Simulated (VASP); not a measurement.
# Band gap of KI at several levels of theory

How does the band gap of KI depend on the functional? The starting structure is a measured crystal structure from the Crystallography Open Database. Cell and atoms stay as given. Meshes and data sets differ where the inputs say so.

Method: Kohn-Sham DFT with plane waves and PAW; 9 levels of theory, named at each step, in VASP 6.6.1.

### Step 1. Starting point

The structure is cubic, space group Fm-3m (No. 225). The conventional cell has a = 7.049 Å, b = 7.049 Å, c = 7.049 Å, α = 90.00°, β = 90.00°, γ = 90.00°. I has 6 K at 3.52 Å nearest. K has 6 I at 3.52 Å nearest. Farther neighbours and most contacts between anions are not listed.

Coordinates:

```cif
data_structure
_symmetry_space_group_name_H-M 'P 1'
_symmetry_Int_Tables_number 1
_cell_length_a 4.9845
_cell_length_b 4.9845
_cell_length_c 4.9845
_cell_angle_alpha 60.000
_cell_angle_beta 60.000
_cell_angle_gamma 60.000
_cell_volume 87.57
loop_
_atom_site_label
_atom_site_type_symbol
_atom_site_fract_x
_atom_site_fract_y
_atom_site_fract_z
_atom_site_occupancy
I1 I 0.50000 0.50000 0.50000 1
K2 K 0.00000 0.00000 0.00000 1
```

### Step 2. Bands with LDA

LDA, the lowest rung, knows the local density alone.

INCAR

```
SYSTEM = KI
PREC = Accurate
ENCUT = 350
EDIFF = 1E-06
NELM = 100
ISMEAR = 0
SIGMA = 0.03
LREAL = .FALSE.
ALGO = Normal
GGA = CA
NBANDS = 20
LORBIT = 11
LWAVE = .FALSE.
LCHARG = .FALSE.
KPAR = 4
LASPH = .TRUE.
```

POSCAR

```
KI
1.0
    0.0000000000      3.5245500000      3.5245500000
    3.5245500000      0.0000000000      3.5245500000
    3.5245500000      3.5245500000      0.0000000000
I K
1 1
Direct
    0.5000000000      0.5000000000      0.5000000000
    0.0000000000      0.0000000000      0.0000000000
```

KPOINTS

```
Automatic mesh
0
Gamma
6 6 6
0 0 0
```

KPOINTS_OPT

```
Line mode
10
Line-mode
Reciprocal
  0.00000000   0.00000000   0.00000000 GAMMA
  0.50000000   0.00000000   0.50000000 X

  0.50000000   0.00000000   0.50000000 X
  0.50000000   0.25000000   0.75000000 W

  0.50000000   0.25000000   0.75000000 W
  0.37500000   0.37500000   0.75000000 K

  0.37500000   0.37500000   0.75000000 K
  0.00000000   0.00000000   0.00000000 GAMMA

  0.00000000   0.00000000   0.00000000 GAMMA
  0.50000000   0.50000000   0.50000000 L

  0.50000000   0.50000000   0.50000000 L
  0.62500000   0.25000000   0.62500000 U

  0.62500000   0.25000000   0.62500000 U
  0.50000000   0.25000000   0.75000000 W

  0.50000000   0.25000000   0.75000000 W
  0.50000000   0.50000000   0.50000000 L

  0.50000000   0.50000000   0.50000000 L
  0.37500000   0.37500000   0.75000000 K

  0.62500000   0.25000000   0.62500000 U
  0.50000000   0.00000000   0.50000000 X
```

Potentials, in the order of the species: I and K_sv (LDA family, release 64).

On the command line:

```bash
$ mpirun -np 4 vasp_std
```

What it wrote:

```text
[banner, memory and clock lines left out]
running    4 mpi-ranks, on    1 nodes
 distrk:  each k-point on    1 cores,    4 groups
 distr:  one band on    1 cores,    1 groups

 POSCAR found type information on POSCAR I K
 POSCAR found :  2 types and       2 ions
 LDA part: xc-table for (Slater(with rela. corr.)+CA(PZ))
 , standard interpolation
 POSCAR, INCAR and KPOINTS ok, starting setup
 FFT: planning ... GRIDC
 FFT: planning ... GRID_SOFT
 FFT: planning ... GRID
 WAVECAR not read
 entering main loop
       N       E                     dE             d eps       ncg     rms          rms(c)
DAV:   1     0.710433030861E+02    0.71043E+02   -0.49521E+03   640   0.503E+02
DAV:   2    -0.223802702740E+01   -0.73281E+02   -0.69485E+02   816   0.158E+02
DAV:   3    -0.605393006374E+01   -0.38159E+01   -0.37967E+01   908   0.292E+01
DAV:   4    -0.623262834145E+01   -0.17870E+00   -0.17859E+00   964   0.592E+00
DAV:   5    -0.623414272425E+01   -0.15144E-02   -0.15143E-02   880   0.567E-01    0.332E+00
DAV:   6    -0.614861088127E+01    0.85532E-01   -0.43036E-02   712   0.137E+00    0.235E+00
DAV:   7    -0.613313406522E+01    0.15477E-01   -0.51255E-02   780   0.114E+00    0.774E-01
DAV:   8    -0.613333586930E+01   -0.20180E-03   -0.88083E-03   736   0.558E-01    0.194E-01
DAV:   9    -0.613336804047E+01   -0.32171E-04   -0.38266E-04   908   0.118E-01    0.668E-02
DAV:  10    -0.613334934354E+01    0.18697E-04   -0.65808E-05   768   0.474E-02    0.224E-02
DAV:  11    -0.613334956533E+01   -0.22179E-06   -0.13479E-05   756   0.168E-02    0.141E-02
DAV:  12    -0.613335163978E+01   -0.20744E-05   -0.61159E-06   712   0.865E-03    0.248E-02
DAV:  13    -0.613335016886E+01    0.14709E-05   -0.29621E-06   696   0.628E-03    0.431E-03
DAV:  14    -0.613335018104E+01   -0.12186E-07   -0.18944E-07   380   0.204E-03
   1 F= -.61333502E+01 E0= -.61333502E+01  d E =-.108559E-10
 Start KPOINTS_OPT (optional k-point list driver)
k-point batch [1-16\100]
       N       E                     dE             ncg
DAV:   1    -0.132607117671E+04   -0.54609E+04      640
DAV:   2    -0.250517049567E+04   -0.11791E+04      820
DAV:   3    -0.256704585814E+04   -0.61875E+02      888
DAV:   4    -0.256960339653E+04   -0.25575E+01      940
DAV:   5    -0.256963586357E+04   -0.32467E-01      892
DAV:   6    -0.256963671163E+04   -0.84806E-03      904
DAV:   7    -0.256963672081E+04   -0.91849E-05      908
DAV:   8    -0.256963672099E+04   -0.17437E-06      632
[...]
k-point batch [97-100\100]
       N       E                     dE             ncg
DAV:   1     0.421753345516E+04   -0.17720E+04      160
DAV:   2     0.393258157706E+04   -0.28495E+03      216
DAV:   3     0.391736711785E+04   -0.15214E+02      224
DAV:   4     0.391670505817E+04   -0.66206E+00      244
DAV:   5     0.391669779311E+04   -0.72651E-02      208
DAV:   6     0.391669746692E+04   -0.32619E-03      240
DAV:   7     0.391669746468E+04   -0.22458E-05      208
DAV:   8     0.391669746463E+04   -0.43628E-07      152
```

It took 10 s on 4 MPI ranks of Intel Xeon 6975P-C (Granite Rapids), shared host; peak memory 0.6 GiB.

The logs omit lines about the potential files and the build; timing stands in the text.

OUTCAR, selected parts (step 2):

```text
ion  position               nearest neighbor table
   1  0.500  0.500  0.500-   2 3.52   2 3.52   2 3.52   2 3.52   2 3.52   2 3.52
   2  0.000  0.000  0.000-   1 3.52   1 3.52   1 3.52   1 3.52   1 3.52   1 3.52

  LATTYP: Found a face centered cubic cell.
 ALAT       =     7.0491000000

 Subroutine GETGRP returns: Found 48 space group operations
 (whereof 48 operations were pure point group operations)

The static configuration has the point symmetry O_h .

 Found     16 irreducible k-points:

   k-points           NKPTS =     16   k-points in BZ     NKDIM =     16   number of bands    NBANDS=     20

   dimension x,y,z NGX =    30 NGY =   30 NGZ =   30
   dimension x,y,z NGXF=    60 NGYF=   60 NGZF=   60

   ENCUT  =  350.0 eV  25.72 Ry    5.07 a.u.   7.60  7.60  7.60*2*pi/ulx,y,z

   NELECT =      16.0000    total number of electrons

 k-points in reciprocal lattice and weights: Automatic mesh
   0.00000000  0.00000000  0.00000000       0.005
   0.16666667  0.00000000  0.00000000       0.037
   0.33333333  0.00000000  0.00000000       0.037
   0.50000000  0.00000000  0.00000000       0.019
   0.16666667  0.16666667  0.00000000       0.028
   0.33333333  0.16666667  0.00000000       0.111
   0.50000000  0.16666667  0.00000000       0.111
  -0.33333333  0.16666667  0.00000000       0.111
  -0.16666667  0.16666667  0.00000000       0.056
[...]
-0.33333333  0.33333333  0.16666667       0.111
  -0.33333333  0.50000000  0.16666667       0.056

 average (electrostatic) potential at core
       1 -94.9292       2 -35.6938

 E-fermi :  -0.4643

 k-point     1 :       0.0000    0.0000    0.0000
  band No.  band energies     occupation
    ...
      4     -12.4395      2.00000
      5     -11.1689      2.00000
      6      -0.5876      2.00000
      7      -0.5876      2.00000
      8      -0.5876      2.00000
      9       3.0442      0.00000
     10       5.6924      0.00000
     11       5.6924      0.00000
     12       5.6924      0.00000
     13       6.4560      0.00000
    ...

 k-point     2 :       0.1667    0.0000    0.0000
  band No.  band energies     occupation
    ...
      4     -12.4403      2.00000
      5     -11.0853      2.00000
      6      -1.0425      2.00000
      7      -0.6846      2.00000
      8      -0.6846      2.00000
      9       3.6965      0.00000
     10       5.6021      0.00000
     11       5.9876      0.00000
     12       5.9876      0.00000
     13       6.7780      0.00000
    ...

 k-point     3 :       0.3333    0.0000    0.0000
  band No.  band energies     occupation
    ...
      4     -12.4416      2.00000
      5     -10.9299      2.00000
      6      -1.7157      2.00000
      7      -0.8632      2.00000
      8      -0.8632      2.00000
      9       4.4848      0.00000
     10       6.1947      0.00000
     11       6.7074      0.00000
     12       6.7074      0.00000
     13       7.6084      0.00000
    ...

  Total       -0.6862140     -0.6862140     -0.6862140      0.0000000      0.0000000      0.0000000
  in kB      -12.5553597    -12.5553597    -12.5553597      0.0000000      0.0000000      0.0000000
  external PRESSURE =     -12.5553597 kB  Pullay stress =       0.0000000 kB

  energy-cutoff  :      350.00
  volume of cell :       87.57
      direct lattice vectors                 reciprocal lattice vectors
     0.000000000  3.524550000  3.524550000    -0.141862082  0.141862082  0.141862082
     3.524550000  0.000000000  3.524550000     0.141862082 -0.141862082  0.141862082
     3.524550000  3.524550000  0.000000000     0.141862082  0.141862082 -0.141862082

 POSITION                                       TOTAL-FORCE (eV/Angst)
 -----------------------------------------------------------------------------------
      3.52455      3.52455      3.52455        -0.000000      0.000000      0.000000
      0.00000      0.00000      0.00000         0.000000     -0.000000     -0.000000
 -----------------------------------------------------------------------------------
    total drift:                               -0.000000      0.000000      0.000000

  FREE ENERGIE OF THE ION-ELECTRON SYSTEM (eV)
  ---------------------------------------------------
  free  energy   TOTEN  =        -6.1333501810 eV

  energy  without entropy=       -6.1333501810  energy(sigma->0) =       -6.13335018

 total charge
# of ion       s       p       d       tot
------------------------------------------
    1        1.498   2.839   0.001   4.339
    2        1.956   5.555   0.025   7.535
--------------------------------------------------
tot          3.454   8.394   0.026  11.874

[... 3 further parts left out ...]
```

Spin-orbit coupling is off here; with elements this heavy it can split and shift levels by tenths of an eV.

LDA gives a direct gap of 3.632 eV.

### Step 3. Bands with PBE

PBE, the usual starting point, adds the gradient of the density.

INCAR, as its differences from that of step 2:

```diff
@@ -9,3 +9,3 @@
 ALGO = Normal
-GGA = CA
+GGA = PE
 NBANDS = 20
```

POSCAR is that of step 2.

KPOINTS is that of step 2.

KPOINTS_OPT is that of step 2.

PAW data sets: I and K_sv (PBE family, release 64).

On the command line:

```bash
$ mpirun -np 4 vasp_std
```

What it wrote:

```text
[banner, memory and clock lines left out]
running    4 mpi-ranks, on    1 nodes
[...]
LDA part: xc-table for (Slater+PW92), standard interpolation
 POSCAR, INCAR and KPOINTS ok, starting setup
[...]
entering main loop
       N       E                     dE             d eps       ncg     rms          rms(c)
DAV:   1     0.689615292638E+02    0.68962E+02   -0.49805E+03   640   0.502E+02
DAV:   2    -0.183869393575E+01   -0.70800E+02   -0.67439E+02   832   0.149E+02
DAV:   3    -0.545321848136E+01   -0.36145E+01   -0.35968E+01   880   0.286E+01
DAV:   4    -0.563147404637E+01   -0.17826E+00   -0.17815E+00   960   0.567E+00
[...]
DAV:  10    -0.555339058120E+01   -0.46373E-04   -0.77322E-05   872   0.357E-02    0.274E-02
DAV:  11    -0.555344149303E+01   -0.50912E-04   -0.68819E-05   704   0.368E-02    0.235E-02
DAV:  12    -0.555344178646E+01   -0.29343E-06   -0.17737E-06   744   0.735E-03
   1 F= -.55534418E+01 E0= -.55534418E+01  d E =-.370823E-35
 Start KPOINTS_OPT (optional k-point list driver)
k-point batch [1-16\100]
       N       E                     dE             ncg
DAV:   1    -0.133166817075E+04   -0.54665E+04      640
DAV:   2    -0.247462751387E+04   -0.11430E+04      824
DAV:   3    -0.253319837152E+04   -0.58571E+02      872
DAV:   4    -0.253571300553E+04   -0.25146E+01      952
DAV:   5    -0.253574027775E+04   -0.27272E-01      868
DAV:   6    -0.253574095517E+04   -0.67742E-03      928
DAV:   7    -0.253574096196E+04   -0.67887E-05      860
DAV:   8    -0.253574096210E+04   -0.13917E-06      628
[...]
k-point batch [97-100\100]
       N       E                     dE             ncg
DAV:   1     0.421760883293E+04   -0.17719E+04      160
DAV:   2     0.394039010311E+04   -0.27722E+03      216
DAV:   3     0.392595802579E+04   -0.14432E+02      216
DAV:   4     0.392529268462E+04   -0.66534E+00      240
DAV:   5     0.392528604534E+04   -0.66393E-02      208
DAV:   6     0.392528578535E+04   -0.25999E-03      244
DAV:   7     0.392528578355E+04   -0.18033E-05      200
DAV:   8     0.392528578351E+04   -0.34749E-07      160
```

It took 12 s on 4 MPI ranks; peak memory 0.69 GiB.

Parts of OUTCAR (step 3):

```text
  Total        0.3650434      0.3650434      0.3650434      0.0000000      0.0000000      0.0000000
  in kB        6.6790411      6.6790411      6.6790411      0.0000000      0.0000000      0.0000000
  external PRESSURE =       6.6790411 kB  Pullay stress =       0.0000000 kB

 POSITION                                       TOTAL-FORCE (eV/Angst)
 -----------------------------------------------------------------------------------
      3.52455      3.52455      3.52455         0.000000      0.000000     -0.000000
      0.00000      0.00000      0.00000         0.000000     -0.000000      0.000000
 -----------------------------------------------------------------------------------
    total drift:                               -0.000000      0.000000      0.000000

  FREE ENERGIE OF THE ION-ELECTRON SYSTEM (eV)
  ---------------------------------------------------
  free  energy   TOTEN  =        -5.5534417865 eV

  energy  without entropy=       -5.5534417865  energy(sigma->0) =       -5.55344179

[... 2 parts as in an earlier step ...]

[... 1 further part left out ...]
[key lines of the parts left out:]
E-fermi :  -0.1224
```

PBE gives a direct gap of 3.980 eV. The least gap is +0.348 eV from that of LDA.

### Step 4. Bands with r2SCAN

r2SCAN adds the kinetic-energy density, costs more than a GGA and is run with LASPH.

INCAR, as its differences from that of step 3:

```diff
@@ -9,3 +9,4 @@
 ALGO = Normal
-GGA = PE
+METAGGA = R2SCAN
+LASPH = .TRUE.
 NBANDS = 20
@@ -15,2 +16 @@
 KPAR = 4
-LASPH = .TRUE.
```

POSCAR is that of step 3.

KPOINTS is that of step 3.

KPOINTS_OPT is that of step 3.

On the command line:

```bash
$ mpirun -np 4 vasp_std
```

What it wrote:

```text
[banner, memory and clock lines left out]
running    4 mpi-ranks, on    1 nodes
[...]
|                                                                             |
|               ----> ADVICE to this user running VASP <----                  |
|                                                                             |
|     You enforced a specific xc type in the INCAR file but a different       |
|     [... a line on the potential file left out ...]
|     I HOPE YOU KNOW WHAT YOU ARE DOING!                                     |
|                                                                             |

 LDA part: xc-table for (None), standard interpolation
 POSCAR, INCAR and KPOINTS ok, starting setup
[...]
entering main loop
       N       E                     dE             d eps       ncg     rms          rms(c)
DAV:   1     0.371855511388E+02    0.37186E+02   -0.50759E+03   640   0.514E+02
DAV:   2    -0.335081174917E+02   -0.70694E+02   -0.67205E+02   824   0.153E+02
[...]
DAV:  12    -0.339806554670E+02   -0.26363E-05   -0.32336E-06   792   0.113E-02    0.266E-03
DAV:  13    -0.339806552533E+02    0.21367E-06   -0.12688E-07   684   0.209E-03
   1 F= -.33980655E+02 E0= -.33980655E+02  d E =-.476462E-29
 Start KPOINTS_OPT (optional k-point list driver)
k-point batch [1-16\100]
       N       E                     dE             ncg
DAV:   1    -0.146652600854E+04   -0.56014E+04      640
DAV:   2    -0.264470093397E+04   -0.11782E+04      824
DAV:   3    -0.270414870905E+04   -0.59448E+02      884
DAV:   4    -0.270683517304E+04   -0.26865E+01      984
DAV:   5    -0.270686269482E+04   -0.27522E-01      868
DAV:   6    -0.270686338540E+04   -0.69058E-03      892
DAV:   7    -0.270686339310E+04   -0.77046E-05      916
DAV:   8    -0.270686339325E+04   -0.14597E-06      672
[...]
k-point batch [97-100\100]
       N       E                     dE             ncg
DAV:   1     0.418361859340E+04   -0.18059E+04      160
DAV:   2     0.389783865134E+04   -0.28578E+03      216
DAV:   3     0.388311292517E+04   -0.14726E+02      224
DAV:   4     0.388239975185E+04   -0.71317E+00      240
DAV:   5     0.388239254393E+04   -0.72079E-02      208
DAV:   6     0.388239226624E+04   -0.27768E-03      240
DAV:   7     0.388239226419E+04   -0.20497E-05      208
DAV:   8     0.388239226416E+04   -0.38546E-07      152
```

It took 38 s on 4 MPI ranks; peak memory 0.69 GiB.

OUTCAR, selected parts (step 4):

```text
  Total        0.1088615      0.1088615      0.1088615      0.0000000      0.0000000     -0.0000000
  in kB        1.9917906      1.9917906      1.9917906      0.0000000      0.0000000     -0.0000000
  external PRESSURE =       1.9917906 kB  Pullay stress =       0.0000000 kB

 POSITION                                       TOTAL-FORCE (eV/Angst)
 -----------------------------------------------------------------------------------
      3.52455      3.52455      3.52455         0.000000     -0.000000     -0.000000
      0.00000      0.00000      0.00000        -0.000000      0.000000      0.000000
 -----------------------------------------------------------------------------------
    total drift:                               -0.000000      0.000000      0.000000

  FREE ENERGIE OF THE ION-ELECTRON SYSTEM (eV)
  ---------------------------------------------------
  free  energy   TOTEN  =       -33.9806552533 eV

  energy  without entropy=      -33.9806552533  energy(sigma->0) =      -33.98065525

[... 2 parts as in an earlier step ...]

[... 1 further part left out ...]
[key lines of the parts left out:]
E-fermi :  -0.4875
```

r2SCAN gives a direct gap of 4.627 eV. The least gap is +0.995 eV from that of LDA.

[end of part 1 of 3]

[Lines on the potential files, build, host, timing and source positions are cut from VASP's logs without a mark.]

[Logs are printed without paths, hosts, clocks, repeated set-up lines and the standing remarks that a program may print on its own settings, such as how far it seeks lower states.]

[Hosts, paths, dates, database ids (printed as entryN), source tags and the programs' standing remarks are cut or masked in the printed files.]
